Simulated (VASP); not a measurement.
The system is Ta.

```
CELL_PARAMETERS angstrom
-1.64077 1.64077 1.64077
1.64077 -1.64077 1.64077
1.64077 1.64077 -1.64077
ATOMIC_POSITIONS crystal
Ta 0.00000 0.00000 0.00000
```

Base run:

```yaml
Program: VASP 6.6.1
Functional: PBEsol
Potentials_or_basis: VASP PAW PBE potentials, release 64 (Ta_pv)
Cutoff: 700 eV
k_mesh: 18 × 18 × 18
Occupations: gaussian, width 0.1 eV
Spin: no spin polarisation
```

Its results: band gap on the k mesh none (metal or under the smearing width); pressure 0.0 GPa.

Question: The run is repeated on the same cell with these changes: cutoff from 700 eV to 520 eV; occupations from gaussian, width 0.1 eV to gaussian, width 0.5 eV. What comes out?

Answer: Band gap on the k mesh none (metal or under the smearing width); pressure 0.9 GPa.

Caveats: the PAW data sets were made with another functional, which shifts forces and pressure a little.
